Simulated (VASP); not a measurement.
# Cs2AgBiBr6: the band gap up a ladder of functionals, part 2 of 2

Which functional reproduces the measured band gap of Cs2AgBiBr6, and what does it cost? The start is a cell from a database of measured crystal structures.

VASP 6.6.1, plane waves and PAW; the level of theory is named at each step.

So far, least gap on mesh and path (eV): step 2 (bands, level LDA, k 2×2×2) 1.06; step 3 (bands, level PBEsol, k 2×2×2) 1.14; step 4 (bands, level PBE, k 2×2×2) 1.24; step 5 (bands, level r2SCAN, k 2×2×2) 1.63.

## (7) Bands with BLYP, k 2×2×2

This step: BLYP; plane waves and PAW (Cs_sv, Ag, Bi_d, Br) (VASP 6.6.1).

BLYP comes from molecular chemistry and underbinds dense solids.

Input file INCAR:

```
SYSTEM = Cs2AgBiBr6
PREC = Accurate
ENCUT = 400
EDIFF = 1E-06
NELM = 100
ISMEAR = 0
SIGMA = 0.02
LREAL = .FALSE.
ALGO = Normal
GGA = B5
ALDAX = 1
AGGAX = 1
AGGAC = 1
ALDAC = 0
NBANDS = 67
LASPH = .TRUE.
LORBIT = 11
LWAVE = .FALSE.
LCHARG = .FALSE.
NCORE = 8
```

Input file POSCAR:

```
Cs2AgBiBr6
1.0
    0.0000000000      5.6161000000      5.6161000000
    5.6161000000      0.0000000000      5.6161000000
    5.6161000000      5.6161000000      0.0000000000
Cs Ag Bi Br
2 1 1 6
Direct
    0.2500000000      0.2500000000      0.2500000000
    0.7500000000      0.7500000000      0.7500000000
    0.5000000000      0.5000000000      0.5000000000
    0.0000000000      0.0000000000      0.0000000000
    0.2505500000      0.7494500000      0.2505500000
    0.2505500000      0.7494500000      0.7494500000
    0.7494500000      0.2505500000      0.7494500000
    0.7494500000      0.2505500000      0.2505500000
    0.2505500000      0.2505500000      0.7494500000
    0.7494500000      0.7494500000      0.2505500000
```

Input file KPOINTS:

```
Automatic mesh
0
Gamma
2 2 2
0 0 0
```

Input file KPOINTS_OPT:

```
Line mode
12
Line-mode
Reciprocal
  0.00000000   0.00000000   0.00000000 GAMMA
  0.50000000   0.00000000   0.50000000 X

  0.50000000   0.00000000   0.50000000 X
  0.50000000   0.25000000   0.75000000 W

  0.50000000   0.25000000   0.75000000 W
  0.37500000   0.37500000   0.75000000 K

  0.37500000   0.37500000   0.75000000 K
  0.00000000   0.00000000   0.00000000 GAMMA

  0.00000000   0.00000000   0.00000000 GAMMA
  0.50000000   0.50000000   0.50000000 L

  0.50000000   0.50000000   0.50000000 L
  0.62500000   0.25000000   0.62500000 U

  0.62500000   0.25000000   0.62500000 U
  0.50000000   0.25000000   0.75000000 W

  0.50000000   0.25000000   0.75000000 W
  0.50000000   0.50000000   0.50000000 L

  0.50000000   0.50000000   0.50000000 L
  0.37500000   0.37500000   0.75000000 K

  0.62500000   0.25000000   0.62500000 U
  0.50000000   0.00000000   0.50000000 X
```

The projector-augmented-wave data sets are Cs_sv, Ag, Bi_d and Br (PBE family, release 64).

Command:

```console
> mpirun -np 8 vasp_std
```

Elapsed: 1.8 min, on 8 MPI ranks of Intel Xeon 6975P-C (Granite Rapids), shared host; peak memory 1.3 GiB; 15 min of CPU time.

At this level the cell is under a pressure of 3.9 GPa, so at these settings it is away from equilibrium.

Electronic bands along the path, in eV, zero at the valence-band top; v1 is the highest filled band, c1 the lowest empty one:

```csv
point,v4,v3,v2,v1,c1,c2,c3,c4
Γ,-1.23,-1.23,-0.68,-0.68,2.33,2.33,2.33,3.65
0.55 of the way,-1.54,-1.24,-0.92,-0.68,2.63,2.63,2.74,4.51
X,-1.57,-1.25,-0.68,0.00,2.82,2.82,3.17,4.34
0.45 of the way,-1.57,-1.30,-0.88,-0.06,2.71,2.87,3.13,4.72
W,-1.48,-1.48,-1.28,-0.10,2.62,3.01,3.01,5.26
0.45 of the way,-1.53,-1.42,-1.16,-0.14,2.46,3.06,3.15,5.18
K,-1.55,-1.40,-1.02,-0.21,2.32,3.08,3.30,5.07
0.45 of the way,-1.50,-1.37,-1.28,-0.95,2.00,2.70,3.51,4.58
Γ,-1.23,-1.23,-0.68,-0.68,2.33,2.33,2.33,3.65
0.45 of the way,-1.46,-1.31,-1.03,-1.03,1.86,2.91,2.91,4.13
L,-1.52,-1.38,-1.27,-1.27,1.26,3.69,3.69,4.95
0.45 of the way,-1.53,-1.52,-1.21,-0.75,1.60,3.47,3.61,5.17
U,-1.55,-1.40,-1.02,-0.21,2.32,3.08,3.30,5.07
0.55 of the way,-1.53,-1.42,-1.16,-0.14,2.46,3.06,3.15,5.18
W,-1.48,-1.48,-1.28,-0.10,2.62,3.01,3.01,5.26
0.55 of the way,-1.53,-1.49,-1.24,-0.64,1.70,3.41,3.57,5.23
L,-1.52,-1.38,-1.27,-1.27,1.26,3.69,3.69,4.95
0.55 of the way,-1.52,-1.52,-1.19,-0.63,1.72,3.38,3.57,5.25
K,-1.55,-1.40,-1.02,-0.21,2.32,3.08,3.30,5.07
jump to U,-1.55,-1.40,-1.02,-0.21,2.32,3.08,3.30,5.07
0.55 of the way,-1.57,-1.28,-0.77,-0.04,2.66,2.94,3.15,4.54
X,-1.57,-1.25,-0.68,0.00,2.82,2.82,3.17,4.34
```

Of the projections kept (Cs, Ag, Bi, Br), the largest for each band there; the rest of the weight can lie on other orbitals:

```csv
point,v4,v3,v2,v1,c1,c2,c3,c4
Γ,Br 1.00,Br 1.00,Br 0.52,Br 0.52,Bi 0.56,Bi 0.56,Bi 0.56,Br 0.57
X,Br 0.63,Br 1.00,Br 0.52,Br 0.57,Bi 0.57,Bi 0.57,Bi 0.58,Ag 0.54
W,Br 0.94,Br 0.94,Br 0.50,Br 0.57,Br 0.38,Bi 0.57,Bi 0.57,Br 0.46
K,Br 0.73,Br 0.95,Br 0.55,Br 0.57,Bi 0.44,Bi 0.57,Bi 0.52,Br 0.44
Γ,Br 1.00,Br 1.00,Br 0.52,Br 0.52,Bi 0.56,Bi 0.56,Bi 0.56,Br 0.57
L,Br 0.98,Br 0.80,Br 0.66,Br 0.66,Bi 0.50,Bi 0.48,Bi 0.48,Cs 0.48
```

The gap is 1.26 eV, indirect, from X to L. Against LDA that is +0.20 eV; this run took 0.72 times the core time.

## (8) Bands with LAK, k 2×2×2

This step: LAK; plane waves and PAW (Cs_sv, Ag, Bi_d, Br) (VASP 6.6.1).

LAK is a meta-GGA built to open gaps without exact exchange.

INCAR: that of step 7 with these lines changed.

```diff
@@ -9,9 +9,5 @@
 ALGO = Normal
-GGA = B5
-ALDAX = 1
-AGGAX = 1
-AGGAC = 1
-ALDAC = 0
+METAGGA = LAK
+LASPH = .TRUE.
 NBANDS = 67
-LASPH = .TRUE.
 LORBIT = 11
```

POSCAR is that of step 7.

KPOINTS is that of step 7.

KPOINTS_OPT is that of step 7.

Command:

```console
> mpirun -np 8 vasp_std
```

Wall time 5.8 min (8 MPI ranks); peak memory 1.6 GiB.

At this level the cell is under a pressure of 2.2 GPa, so at these settings it is away from equilibrium.

Electronic bands along the path, in eV, zero at the valence-band top; v1 is the highest filled band, c1 the lowest empty one:

```csv
point,v4,v3,v2,v1,c1,c2,c3,c4
Γ,-1.43,-1.43,-0.72,-0.72,2.91,2.91,2.91,4.09
0.55 of the way,-1.70,-1.44,-0.90,-0.72,3.20,3.20,3.32,4.91
X,-1.69,-1.44,-0.72,0.00,3.39,3.39,3.72,5.19
0.45 of the way,-1.69,-1.50,-0.91,-0.06,3.30,3.43,3.69,5.54
W,-1.66,-1.66,-1.30,-0.11,3.22,3.57,3.57,6.06
0.45 of the way,-1.69,-1.61,-1.20,-0.15,3.06,3.62,3.70,5.91
K,-1.69,-1.59,-1.06,-0.20,2.93,3.64,3.85,5.79
0.45 of the way,-1.69,-1.56,-1.37,-0.92,2.60,3.27,4.03,4.99
Γ,-1.43,-1.43,-0.72,-0.72,2.91,2.91,2.91,4.09
0.45 of the way,-1.62,-1.51,-1.06,-1.06,2.48,3.46,3.46,4.55
L,-1.72,-1.43,-1.36,-1.36,1.93,4.21,4.21,5.40
0.45 of the way,-1.72,-1.70,-1.29,-0.76,2.24,4.00,4.14,5.61
U,-1.69,-1.59,-1.06,-0.20,2.93,3.64,3.85,5.79
0.55 of the way,-1.69,-1.61,-1.20,-0.15,3.06,3.62,3.70,5.91
W,-1.66,-1.66,-1.30,-0.11,3.22,3.57,3.57,6.06
0.55 of the way,-1.70,-1.67,-1.31,-0.65,2.34,3.95,4.10,5.67
L,-1.72,-1.43,-1.36,-1.36,1.93,4.21,4.21,5.40
0.55 of the way,-1.71,-1.69,-1.26,-0.63,2.36,3.92,4.10,5.68
K,-1.69,-1.59,-1.06,-0.20,2.93,3.64,3.85,5.79
jump to U,-1.69,-1.59,-1.06,-0.20,2.93,3.64,3.85,5.79
0.55 of the way,-1.69,-1.47,-0.81,-0.04,3.25,3.50,3.70,5.38
X,-1.69,-1.44,-0.72,0.00,3.39,3.39,3.72,5.19
```

Of the projections kept (Cs, Ag, Bi, Br), the largest for each band there; the rest of the weight can lie on other orbitals:

```csv
point,v4,v3,v2,v1,c1,c2,c3,c4
Γ,Br 1.00,Br 1.00,Ag 0.51,Ag 0.51,Bi 0.57,Bi 0.57,Bi 0.57,Br 0.59
X,Br 0.54,Br 1.00,Ag 0.51,Br 0.54,Bi 0.58,Bi 0.58,Bi 0.59,Ag 0.61
W,Br 0.89,Br 0.88,Ag 0.53,Br 0.54,Bi 0.40,Bi 0.59,Bi 0.59,Ag 0.42
K,Br 0.62,Br 0.97,Ag 0.49,Br 0.54,Bi 0.46,Bi 0.59,Bi 0.54,Br 0.51
Γ,Br 1.00,Br 1.00,Ag 0.51,Ag 0.51,Bi 0.57,Bi 0.57,Bi 0.57,Br 0.59
L,Br 0.98,Br 0.79,Br 0.53,Br 0.53,Bi 0.49,Bi 0.51,Bi 0.51,Br 0.50
```

The gap is 1.93 eV, indirect, from X to L. Against LDA that is +0.87 eV; this run took 2.3 times the core time.

## (9) Starting orbitals for the hybrid

This step: PBE; plane waves and PAW (Cs_sv, Ag, Bi_d, Br) (VASP 6.6.1).

A hybrid converges badly from random orbitals, so a cheap semilocal run writes a WAVECAR on the same mesh first.

Input file INCAR:

```
SYSTEM = Cs2AgBiBr6
PREC = Accurate
ENCUT = 400
EDIFF = 1E-05
NELM = 100
ISMEAR = 0
SIGMA = 0.02
LREAL = .FALSE.
ALGO = Normal
GGA = PE
NBANDS = 53
LASPH = .TRUE.
LORBIT = 11
LWAVE = .TRUE.
LCHARG = .FALSE.
NCORE = 8
```

POSCAR is that of step 8.

KPOINTS is that of step 8.

Command:

```console
> mpirun -np 8 vasp_std
```

Run time: 9.4 s. Hardware: 8 MPI ranks; peak memory 1.2 GiB; 69 s of CPU time.

The gap is read on the k-mesh alone, so it is an upper bound where the band edges lie off the mesh.

A gap read on the k-mesh alone can miss the band edges.

Numbers from this step:

| Item | Value |
| --- | --- |
| SCF cycles | 13 |
| bands | 53 |
| free energy (TOTEN) | -29.27 eV |
| Fermi energy | 1.623 eV |
| pressure | 2.055 GPa |
| least direct gap at k | 0.5, 0, 0 |
| gap on the k-mesh | 1.236 eV |
| least direct gap on the k-mesh | 2.517 eV |

Force by atom:

```csv
atom,x (eV/Å),y (eV/Å),z (eV/Å),size
Cs1,0.000,0.000,0.000,0.000
Cs2,0.000,0.000,0.000,0.000
Ag3,0.000,0.000,0.000,0.000
Bi4,0.000,0.000,0.000,0.000
Br5,0.000,0.232,0.000,0.232
Br6,-0.232,0.000,0.000,0.232
Br7,0.000,-0.232,0.000,0.232
Br8,0.232,0.000,0.000,0.232
Br9,0.000,0.000,0.232,0.232
Br10,0.000,0.000,-0.232,0.232
```

## (10) Bands with HSE06, k 2×2×2

This step: HSE06; plane waves and PAW (Cs_sv, Ag, Bi_d, Br) (VASP 6.6.1).

HSE06 mixes in a quarter of exact exchange at short range, at far higher cost; in semiconductors this cures much of the gap error, while metals seldom gain.

Input file INCAR:

```
SYSTEM = Cs2AgBiBr6
PREC = Accurate
ENCUT = 400
EDIFF = 1E-06
NELM = 100
ISMEAR = 0
SIGMA = 0.02
LREAL = .FALSE.
ALGO = Normal
LHFCALC = .TRUE.
AEXX = 0.25
GGA = PE
HFSCREEN = 0.2
LASPH = .TRUE.
NBANDS = 53
PRECFOCK = Fast
LORBIT = 11
LWAVE = .FALSE.
LCHARG = .FALSE.
```

POSCAR is that of step 9.

KPOINTS is that of step 9.

KPOINTS_OPT: that of step 8 with these lines changed.

```diff
@@ -1,3 +1,3 @@
 Line mode
-12
+6
 Line-mode
```

The WAVECAR or CHGCAR of an earlier step is read.

Command:

```console
> mpirun -np 8 vasp_std
```

Run time: 19 min. Hardware: 8 MPI ranks; peak memory 3.2 GiB; 2.5 h of CPU time.

The k-mesh is coarse for exact exchange; levels may shift by about 0.1 eV on a finer one.

The electronic bands at the labelled points (eV, zero at the valence-band top; v1 is the highest filled band, c1 the lowest empty one):

```csv
point,v4,v3,v2,v1,c1,c2,c3,c4
Γ,-1.46,-1.46,-0.90,-0.90,3.17,3.17,3.17,4.57
0.60 of the way,-1.85,-1.47,-0.91,-0.80,3.53,3.53,3.71,5.59
X,-1.91,-1.48,-0.91,0.00,3.70,3.70,4.09,5.63
0.40 of the way,-1.89,-1.52,-1.06,-0.05,3.63,3.74,4.06,5.92
W,-1.73,-1.73,-1.53,-0.12,3.54,3.91,3.91,6.56
0.60 of the way,-1.83,-1.66,-1.34,-0.18,3.31,3.98,4.11,6.42
K,-1.85,-1.65,-1.26,-0.21,3.22,3.99,4.20,6.35
0.60 of the way,-1.64,-1.54,-1.42,-1.13,2.94,3.40,4.00,5.13
Γ,-1.46,-1.46,-0.90,-0.90,3.17,3.17,3.17,4.57
0.60 of the way,-1.61,-1.61,-1.38,-1.38,2.51,4.08,4.08,5.33
L,-1.75,-1.53,-1.53,-1.36,2.16,4.60,4.60,5.92
0.40 of the way,-1.78,-1.77,-1.47,-0.87,2.42,4.42,4.54,6.10
U,-1.85,-1.65,-1.26,-0.21,3.22,3.99,4.20,6.35
0.40 of the way,-1.83,-1.66,-1.34,-0.18,3.31,3.98,4.11,6.42
W,-1.73,-1.73,-1.53,-0.12,3.54,3.91,3.91,6.56
0.40 of the way,-1.78,-1.72,-1.50,-0.45,2.87,4.16,4.36,6.39
L,-1.75,-1.53,-1.53,-1.36,2.16,4.60,4.60,5.92
0.40 of the way,-1.78,-1.77,-1.47,-0.87,2.42,4.42,4.54,6.10
K,-1.85,-1.65,-1.26,-0.21,3.22,3.99,4.20,6.35
jump to U,-1.85,-1.65,-1.26,-0.21,3.22,3.99,4.20,6.35
0.40 of the way,-1.89,-1.53,-1.06,-0.07,3.47,3.91,4.05,5.95
X,-1.91,-1.48,-0.91,0.00,3.70,3.70,4.09,5.63
```

Of the projections kept (Cs, Ag, Bi, Br), the largest for each band there; the rest of the weight can lie on other orbitals:

```csv
point,v4,v3,v2,v1,c1,c2,c3,c4
Γ,Br 1.00,Br 1.00,Br 0.58,Br 0.58,Bi 0.57,Bi 0.57,Bi 0.57,Br 0.58
X,Br 0.71,Br 1.00,Br 0.58,Br 0.60,Bi 0.58,Bi 0.58,Bi 0.59,Ag 0.57
W,Br 0.97,Br 0.97,Br 0.57,Br 0.61,Bi 0.41,Bi 0.58,Bi 0.58,Br 0.45
K,Br 0.83,Br 0.95,Br 0.61,Br 0.61,Bi 0.47,Bi 0.58,Bi 0.54,Ag 0.43
Γ,Br 1.00,Br 1.00,Br 0.58,Br 0.58,Bi 0.57,Bi 0.57,Bi 0.57,Br 0.58
L,Br 0.98,Br 0.73,Br 0.73,Br 0.77,Bi 0.50,Bi 0.50,Bi 0.50,Br 0.51
```

The gap is 2.16 eV, indirect, from X to L. Against LDA that is +1.10 eV; this run took 7.5 times the core time, on fewer points of the path.

## (11) Bands with PBE + SOC

This step: PBE, spin-orbit coupling; plane waves and PAW (Cs_sv, Ag, Bi_d, Br) (VASP 6.6.1).

Spin-orbit coupling needs spinors and the noncollinear program, where each band holds one electron.

Input file INCAR:

```
SYSTEM = Cs2AgBiBr6
PREC = Accurate
ENCUT = 400
EDIFF = 1E-06
NELM = 100
ISMEAR = 0
SIGMA = 0.02
LREAL = .FALSE.
ALGO = Normal
GGA = PE
LNONCOLLINEAR = .TRUE.
MAGMOM = 0 0 0 0 0 0 0 0 0 0 0 0 0 0 0 0 0 0 0 0 0 0 0 0 0 0 0 0 0 0
NBANDS = 106
GGA_COMPAT = .FALSE.
LASPH = .TRUE.
LSORBIT = .TRUE.
LMAXMIX = 4
LORBIT = 11
LWAVE = .FALSE.
LCHARG = .FALSE.
KPAR = 2
NCORE = 4
```

POSCAR is that of step 10.

Input file KPOINTS:

```
Automatic mesh
0
Gamma
3 3 3
0 0 0
```

KPOINTS_OPT: that of step 10 with these lines changed.

```diff
@@ -1,3 +1,3 @@
 Line mode
-6
+12
 Line-mode
```

Command:

```console
> mpirun -np 8 vasp_ncl
```

Wall time 13 min (8 MPI ranks); peak memory 3.5 GiB.

VASP adds spin-orbit coupling inside the spheres on scalar-relativistic partial waves, which describe the 6p1/2 states imperfectly, so such gaps can be off by a tenth of an eV or more.

The electronic bands at the labelled points (eV, zero at the valence-band top; v1 is the highest filled band, c1 the lowest empty one):

```csv
point,v4,v3,v2,v1,c1,c2,c3,c4
Γ,-0.70,-0.70,-0.70,-0.70,1.37,1.37,2.73,2.73
0.55 of the way,-0.90,-0.90,-0.71,-0.71,1.77,1.77,3.04,3.04
X,-0.72,-0.72,0.00,0.00,1.91,1.91,3.32,3.32
0.45 of the way,-0.91,-0.91,-0.06,-0.06,1.94,1.94,3.21,3.21
W,-1.30,-1.30,-0.10,-0.10,1.96,1.96,3.12,3.12
0.45 of the way,-1.19,-1.19,-0.14,-0.14,1.92,1.92,3.11,3.11
K,-1.05,-1.05,-0.21,-0.21,1.86,1.86,3.10,3.10
0.45 of the way,-1.30,-1.30,-0.93,-0.93,1.63,1.63,2.78,2.78
Γ,-0.70,-0.70,-0.70,-0.70,1.37,1.37,2.73,2.73
0.45 of the way,-1.16,-1.16,-0.96,-0.96,1.47,1.47,2.79,2.79
L,-1.29,-1.29,-1.15,-1.15,1.11,1.11,3.33,3.33
0.45 of the way,-1.23,-1.23,-0.74,-0.74,1.39,1.39,3.21,3.21
U,-1.05,-1.05,-0.21,-0.21,1.86,1.86,3.10,3.10
0.55 of the way,-1.19,-1.19,-0.14,-0.14,1.92,1.92,3.11,3.11
W,-1.30,-1.30,-0.10,-0.10,1.96,1.96,3.12,3.12
0.55 of the way,-1.25,-1.25,-0.63,-0.63,1.47,1.47,3.18,3.18
L,-1.29,-1.29,-1.15,-1.15,1.11,1.11,3.33,3.33
0.55 of the way,-1.20,-1.20,-0.62,-0.62,1.49,1.49,3.17,3.17
K,-1.05,-1.05,-0.21,-0.21,1.86,1.86,3.10,3.10
jump to U,-1.05,-1.05,-0.21,-0.21,1.86,1.86,3.10,3.10
0.55 of the way,-0.81,-0.81,-0.04,-0.04,1.92,1.92,3.25,3.25
X,-0.72,-0.72,0.00,0.00,1.91,1.91,3.32,3.32
```

Of the projections kept (Cs, Ag, Bi, Br), the largest for each band there; the rest of the weight can lie on other orbitals:

```csv
point,v4,v3,v2,v1,c1,c2,c3,c4
Γ,Br 0.53,Br 0.53,Br 0.53,Br 0.53,Bi 0.52,Bi 0.52,Bi 0.56,Bi 0.56
X,Br 0.52,Br 0.52,Br 0.57,Br 0.57,Bi 0.51,Bi 0.51,Bi 0.57,Bi 0.57
W,Br 0.52,Br 0.52,Br 0.57,Br 0.57,Bi 0.44,Bi 0.44,Bi 0.42,Bi 0.42
K,Br 0.56,Br 0.56,Br 0.57,Br 0.57,Bi 0.44,Bi 0.44,Bi 0.47,Bi 0.47
Γ,Br 0.53,Br 0.53,Br 0.53,Br 0.53,Bi 0.52,Bi 0.52,Bi 0.56,Bi 0.56
L,Br 0.82,Br 0.82,Br 0.68,Br 0.68,Bi 0.46,Bi 0.46,Br 0.45,Br 0.45
```

The gap is 1.11 eV, indirect, from X to L. Against PBE that is -0.13 eV, on another mesh; this run took 7.5 times the core time. The gap lies -0.99 eV from the measured 2.10 eV.

## (12) Bands with TB-mBJ + SOC

This step: TB-mBJ, spin-orbit coupling; plane waves and PAW (Cs_sv, Ag, Bi_d, Br) (VASP 6.6.1).

INCAR: that of step 11 with these lines changed.

```diff
@@ -4,3 +4,3 @@
 EDIFF = 1E-06
-NELM = 100
+NELM = 150
 ISMEAR = 0
@@ -9,3 +9,4 @@
 ALGO = Normal
-GGA = PE
+METAGGA = MBJ
+LASPH = .TRUE.
 LNONCOLLINEAR = .TRUE.
@@ -14,3 +15,2 @@
 GGA_COMPAT = .FALSE.
-LASPH = .TRUE.
 LSORBIT = .TRUE.
```

POSCAR is that of step 11.

KPOINTS is that of step 11.

KPOINTS_OPT is that of step 11.

Command:

```console
> mpirun -np 8 vasp_ncl
```

The job ended after 50 min (8 MPI ranks; peak memory 4 GiB).

The electronic loop ended without reaching EDIFF, so its numbers are not used.

## (13) The ladder as a table

This step: ladder of functionals on one cell; plane waves and PAW (VASP 6.6.1).

No new run; the numbers come from the runs before.

A gap of 0 means none; cost is the wall time of each run, as given at its step, times its ranks, without the set-up around it. Results by level, by row:

```csv
level,gap (eV),least direct gap (eV),pressure (GPa),cost (core minutes)
LDA,1.063,2.171,-1.14,20.4
PBEsol,1.137,2.237,0.2,18.9
PBE,1.237,2.322,2.06,14.1
r2SCAN,1.629,2.711,1.17,43.3
BLYP,1.264,2.337,3.95,14.7
LAK,1.933,2.983,2.22,46.3
HSE06,2.16,3.276,-,152
PBE + SOC,1.106,1.913,1.86,106
```

## (14) Summary of results

| Property | Result |
| --- | --- |
| gap, LDA | 1.06 eV |
| gap, PBEsol | 1.14 eV |
| gap, PBE | 1.24 eV |
| gap, r2SCAN | 1.63 eV |
| gap, BLYP | 1.26 eV |
| gap, LAK | 1.93 eV |
| gap, HSE06 | 2.16 eV |
| gap, PBE + SOC | 1.11 eV |

For Cs2AgBiBr6, without spin-orbit coupling, the functional decides between a gap of 1.06 eV (LDA) and 2.16 eV (HSE06), while across these levels the cost spans a factor of 11. No level that was run with spin-orbit coupling brings the gap within 0.15 eV of experiment (a bound picked here). HSE06 moves the gap by +0.92 eV from PBE, at about 11 times the core time, though on fewer points of the path. Spin-orbit coupling changes the PBE gap by -0.13 eV (the two runs use different meshes). Adding the spin-orbit shift of PBE (-0.13 eV) to levels run without it gives estimates of 2.03 eV for HSE06; the shift need not carry over unchanged. All levels use one geometry, and one mesh but for spin-orbit runs, kept coarse to afford the hybrids, so no gap here is fully converged. Costs come from a shared host, and the hybrids use PRECFOCK = Fast. Not obtained: TB-mBJ, because the run did not converge. Not obtained: TB-mBJ + SOC, because the run did not converge. These are single-particle gaps of a static lattice, without excitons or temperature. For 6p states the spin-orbit term of the PAW spheres is itself uncertain by a tenth of an eV or more, so small misses against experiment say little.

Calculation against experiment:

| quantity | measured | PBE + spin-orbit | HSE06 plus the spin-orbit shift of PBE |
| --- | --- | --- | --- |
| band gap (least gap) (eV) | 2.1 | 1.11 (-0.99 eV) | 2.03 (-0.07 eV) |

Measured values from arxiv:2006.15818 (2020).

Verdict: For the band gap, of the levels listed nearest comes HSE06 plus the spin-orbit shift of PBE (-0.07 eV, good agreement) and farthest PBE + spin-orbit (-0.99 eV, a clear miss). An optical gap can lie under the band gap by the exciton's binding. Zero-point and thermal motion shift the measured gap. No cell relaxation is part of this session.

[Lines on the potential files, build, host, timing and source positions are cut from VASP's logs without a mark.]

[Logs are printed without paths, hosts, clocks, repeated set-up lines and the standing remarks that a program may print on its own settings, such as how far it seeks lower states.]

[Hosts, paths, dates, database ids (printed as entryN), source tags and the programs' standing remarks are cut or masked in the printed files.]

[A measured line is paired with the nearest computed mode of its activity, which favours agreement.]
